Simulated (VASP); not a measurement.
Method: PBE GGA, VASP's PBE PAW potentials (set 64) (plane waves; VASP).

The input files of a VASP run:

### POSCAR
```
LaP
1
    0.0000000000     3.3108643142     3.3108643142
    3.3108643142     0.0000000000     3.3108643142
    3.3108643142     3.3108643142     0.0000000000
La P
1 1
Direct
  0.0000000000   0.0000000000   0.0000000000
  0.2500000000   0.2500000000   0.2500000000
```

**INCAR**
```
SYSTEM = LaP
PREC = Accurate
ENCUT = 400
EDIFF = 1E-7
NELM = 100
ALGO = Normal
LREAL = .FALSE.
LASPH = .TRUE.
ISMEAR = -5
GGA = PE
LMAXMIX = 6
LWAVE = .FALSE.
LCHARG = .TRUE.
LORBIT = 11
NEDOS = 601
ISIF = 2
```

**KPOINTS**
```
Automatic mesh
0
G
8 8 8
0 0 0
```

POTCAR, in this order: La P (PBE.64 set). Program: vasp_std.

What VASP printed:

**OUTCAR**
```
 ion  position               nearest neighbor table
   1  0.000  0.000  0.000-   2 2.87   2 2.87   2 2.87   2 2.87
   2  0.250  0.250  0.250-   1 2.87   1 2.87   1 2.87   1 2.87
  LATTYP: Found a face centered cubic cell.
 ALAT       =     6.6217286284
 Subroutine PRICEL returns:
 Original cell was already a primitive cell.
 Subroutine GETGRP returns: Found 24 space group operations
The static configuration has the point symmetry T_d .
The dynamic configuration has the point symmetry T_d .
 Subroutine INISYM returns: Found 24 space group operations
 Subroutine IBZKPT returns following result:
 Found     29 irreducible k-points:

 Following reciprocal coordinates:
            Coordinates               Weight
  0.000000  0.000000  0.000000      1.000000
  0.125000  0.000000  0.000000      8.000000
  0.250000  0.000000  0.000000      8.000000
  0.375000  0.000000  0.000000      8.000000
  0.500000  0.000000  0.000000      4.000000
  0.125000  0.125000  0.000000      6.000000
  0.250000  0.125000  0.000000     24.000000
  0.375000  0.125000  0.000000     24.000000
  0.500000  0.125000  0.000000     24.000000
...
```

### OSZICAR
```
       N       E                     dE             d eps       ncg     rms          rms(c)
DAV:   1     0.140307313599E+03    0.14031E+03   -0.47899E+03   696   0.129E+03
DAV:   2     0.357310920913E+01   -0.13673E+03   -0.13410E+03   968   0.230E+02
DAV:   3    -0.126274615771E+02   -0.16201E+02   -0.16056E+02   936   0.110E+02
DAV:   4    -0.133749658774E+02   -0.74750E+00   -0.74295E+00  1224   0.208E+01
DAV:   5    -0.134383077177E+02   -0.63342E-01   -0.63264E-01  1136   0.615E+00    0.479E+00
DAV:   6    -0.125623622256E+02    0.87595E+00   -0.32007E+00  1160   0.917E+00    0.325E+00
DAV:   7    -0.125143732831E+02    0.47989E-01   -0.32259E-01  1296   0.370E+00    0.163E+00
DAV:   8    -0.125250927019E+02   -0.10719E-01   -0.98851E-02  1280   0.347E+00    0.388E-01
DAV:   9    -0.125257543842E+02   -0.66168E-03   -0.14759E-02  1368   0.119E+00    0.229E-01
DAV:  10    -0.125268561470E+02   -0.11018E-02   -0.29890E-03  1176   0.680E-01    0.992E-02
DAV:  11    -0.125269629407E+02   -0.10679E-03   -0.12346E-03  1256   0.397E-01    0.317E-02
DAV:  12    -0.125269957131E+02   -0.32772E-04   -0.21194E-04  1320   0.156E-01    0.103E-02
DAV:  13    -0.125270031522E+02   -0.74391E-05   -0.13451E-05   988   0.333E-02    0.433E-03
DAV:  14    -0.125270037077E+02   -0.55551E-06   -0.41150E-06  1204   0.167E-02    0.111E-03
DAV:  15    -0.125270037098E+02   -0.21023E-08   -0.26382E-07   936   0.595E-03
   1 F= -.12527004E+02 E0= -.12527004E+02  d E =0.000000E+00
```

### OUTCAR
```
------------------------ aborting loop because EDIFF is reached ----------------------------------------
  FORCE on cell =-STRESS in cart. coord.  units (eV):
  Direction    XX          YY          ZZ          XY          YZ          ZX
  --------------------------------------------------------------------------------------
  Total       -0.0001017     -0.0001017     -0.0001017      0.0000000      0.0000000     -0.0000000
  in kB       -0.0022455     -0.0022455     -0.0022455      0.0000000      0.0000000     -0.0000000
  external PRESSURE =      -0.0022455 kB  Pullay stress =       0.0000000 kB
  volume of cell :       72.59
      direct lattice vectors                 reciprocal lattice vectors
     0.000000000  3.310864314  3.310864314    -0.151017968  0.151017968  0.151017968
     3.310864314  0.000000000  3.310864314     0.151017968 -0.151017968  0.151017968
     3.310864314  3.310864314  0.000000000     0.151017968  0.151017968 -0.151017968
 POSITION                                       TOTAL-FORCE (eV/Angst)
 -----------------------------------------------------------------------------------
      0.00000      0.00000      0.00000         0.000000      0.000000      0.000000
      1.65543      1.65543      1.65543        -0.000000     -0.000000     -0.000000
 -----------------------------------------------------------------------------------
    total drift:                               -0.000000     -0.000000     -0.000000
  FREE ENERGIE OF THE ION-ELECTRON SYSTEM (eV)
  ---------------------------------------------------
  free  energy   TOTEN  =       -12.5270037098 eV

  energy  without entropy=      -12.5270037098  energy(sigma->0) =      -12.52700371

 total charge

# of ion       s       p       d       f       tot
--------------------------------------------------
    1        2.027   5.638   0.710   0.138   8.513
    2        1.039   1.530   0.000   0.000   2.570
--------------------------------------------------
tot          3.067   7.168   0.710   0.138  11.083
```
(Selected blocks of OUTCAR.)

The structure was generated: LaP was put into the zinc blende type (F-43m), which need not be its known phase. It was relaxed first, which changed the volume by -24 %.
